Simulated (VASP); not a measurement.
```
CELL_PARAMETERS angstrom
      0.00000     2.74843     2.74843
      2.74843     0.00000     2.74843
     10.95865    10.95865     0.03507
ATOMIC_POSITIONS crystal
  Si 0.99335 0.99335 0.00499
  Si 0.24688 0.24688 0.06484
  Si 0.99849 0.99849 0.25113
  Si 0.25151 0.25151 0.31137
  Si 0.00312 0.00312 0.49766
  Si 0.25665 0.25665 0.55751
  Ge 0.00418 0.00418 0.74686
  Ge 0.24582 0.24582 0.81564
```

The numbers are results of PBEsol GGA, VASP's PBE PAW potentials (set 64) (plane waves; VASP), not measurements. Numerical set-up: 400 eV cut-off, 8×8×2 Γ-centred mesh, tetrahedra with Blöchl corrections, potentials Si Ge_d.

The cores are frozen, which limits the accuracy of field gradients.

Question: Give the principal components of the electric field gradient (V/Å²) and the asymmetry η at each nucleus.

Answer: 
| atom | Vxx | Vyy | Vzz | η |
|---|---|---|---|---|
| Si1 | -2.6 | -2.6 | 5.3 | 0.00 |
| Si2 | 1.4 | 1.4 | -2.7 | 0.00 |
| Si3 | 1.6 | 1.6 | -3.1 | 0.00 |
| Si4 | 1.6 | 1.6 | -3.1 | 0.00 |
| Si5 | 1.4 | 1.4 | -2.7 | 0.00 |
| Si6 | -2.6 | -2.6 | 5.3 | 0.00 |
| Ge7 | 2.2 | 2.2 | -4.5 | 0.00 |
| Ge8 | 2.2 | 2.2 | -4.5 | 0.00 |

The structure was generated: Ge2Si6 was put into an ordered model structure (R-3m), which need not be its known phase. It was relaxed first.
